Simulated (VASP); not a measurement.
OSZICAR of a VASP run on CoSi₂ (fluorite):

### OSZICAR
```
       N       E                     dE             d eps       ncg     rms          rms(c)
DAV:   1     0.687124062641E+02    0.68712E+02   -0.68293E+03  1128   0.130E+03
DAV:   2    -0.185356916861E+02   -0.87248E+02   -0.81107E+02  1148   0.257E+02
DAV:   3    -0.225220541856E+02   -0.39864E+01   -0.38878E+01  1436   0.644E+01
DAV:   4    -0.226085139576E+02   -0.86460E-01   -0.86273E-01  1388   0.894E+00
DAV:   5    -0.226112590476E+02   -0.27451E-02   -0.27445E-02  1468   0.163E+00    0.155E+01
DAV:   6    -0.261403370357E+02   -0.35291E+01   -0.43859E+01  1408   0.141E+02    0.177E+01
DAV:   7    -0.210152039652E+02    0.51251E+01   -0.17947E+01  1496   0.110E+02    0.372E+00
DAV:   8    -0.210209454106E+02   -0.57414E-02   -0.10488E+00  1316   0.848E+00    0.185E+00
DAV:   9    -0.209836152184E+02    0.37330E-01   -0.10464E-01  1440   0.680E+00    0.442E-01
DAV:  10    -0.209829855147E+02    0.62970E-03   -0.62606E-03  1508   0.945E-01    0.779E-02
DAV:  11    -0.209829313729E+02    0.54142E-04   -0.37681E-04  1688   0.349E-01    0.473E-02
DAV:  12    -0.209829388290E+02   -0.74561E-05   -0.21758E-05  1316   0.606E-02    0.224E-02
DAV:  13    -0.209829383133E+02    0.51570E-06   -0.26195E-06  1312   0.138E-02
   1 F= -.20982938E+02 E0= -.20983319E+02  d E =-.209829E+02
```

### Question
Which electronic solver shows in the log?

### Answer
It is blocked Davidson (ALGO = Normal, or the opening steps of other solvers). The INCAR had ALGO = Normal.

### Question
How was spin treated?

### Answer
Without spin polarisation: there is no mag entry.

### Question
Can the final energy be trusted as converged?

### Answer
The calculation finished and met its thresholds. It stopped with EDIFF = 1E-6, NELM = 100, NSW = 40 and EDIFFG = -0.02 after 1 ionic step (PBEsol GGA, plane waves, VASP's PBE PAW potentials (set 64)).

The compound is CoSi2 in the fluorite structure. It was relaxed first. The run is not spin-polarised, so no magnetic state was tried. The electron count is odd and the run is not spin-polarised, which forces a metal.
